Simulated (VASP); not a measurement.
Data:

```
ZrH2
1.0
    1.53767     0.88777     5.95362
   -1.53767     0.88777     5.95362
    0.00000    -1.77555     5.95362
Zr H
1 2
Cartesian
  0.00000   0.00000   0.00000
  0.00000   0.00000  13.43673
  0.00000   0.00000  10.37717
```

Level of theory: PBE GGA, VASP's PBE PAW potentials (set 64) (plane waves; VASP). Run with 300 eV cut-off, 8×8×8 Γ-centred mesh, Fermi-Dirac smearing of 0.10 eV, potentials Zr_sv H.

Give the energies of bands 5 to 10 at the high-symmetry points, in eV from the Fermi level.

```
band      Γ      T     H2      L     S0      F
----  -----  -----  -----  -----  -----  -----
5     -6.23  -5.93  -3.34  -3.75  -3.32  -3.77
6     -3.29  -4.07  -2.94  -3.66  -2.94  -3.68
7     -1.67  -1.19   0.04  -0.78   0.02  -0.65
8      1.12   1.12   0.17   1.58   0.19   1.74
9      1.12   1.12   1.99   2.62   1.99   2.53
10     3.67   3.67   3.37   2.81   3.35   2.64
```

It has no gap at this level: it comes out as a metal or semimetal.

The structure was generated: ZrH2 was put into an ordered model structure, which need not be its known phase. The cell was not relaxed at this level.
